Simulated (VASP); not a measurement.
All values below come from AM05 GGA, VASP's PBE PAW potentials (set 64) (plane waves; VASP 6.6.1).

VASP ran on this input.

### KPOINTS
```
Automatic mesh
0
Gamma
9 9 9
0 0 0
```

File POSCAR:
```
LiCl
2.5867120
  0.0000000000   0.9999999997   0.9999999997
  0.9999999997   0.0000000000   0.9999999997
  0.9999999997   0.9999999997   0.0000000000
Li Cl
1 1
Cart
  0.0000000000   0.0000000000   0.0000000000
  0.9999999997   0.9999999997   0.9999999997
```

**INCAR**
```
ALGO = Normal
EDIFF = 1E-7
ENCUT = 520
GGA = AM
ISIF = 2
ISMEAR = 0
LASPH = .True.
LCHARG = .False.
LREAL = .False.
LWAVE = .False.
NELM = 100
PREC = Accurate
SIGMA = 0.05
SYSTEM = LiCl
```

POTCAR, in this order: Li_sv Cl (PBE.64 set). Program: vasp_std.

Problem. What will the output report for the number of irreducible k-points (NKPTS), largest plane-wave count, number of space-group operations, FFT grid (NGX, NGY, NGZ)?

Solution. 
| Property | Result |
|---|---|
| number of irreducible k-points (NKPTS) | 35 |
| largest plane-wave count | 944 |
| number of space-group operations | 48 |
| FFT grid (NGX, NGY, NGZ) | 28 × 28 × 28 |

The compound is LiCl in the rock salt structure. This cell is one point of a volume scan, at 1.03 of the reference volume.
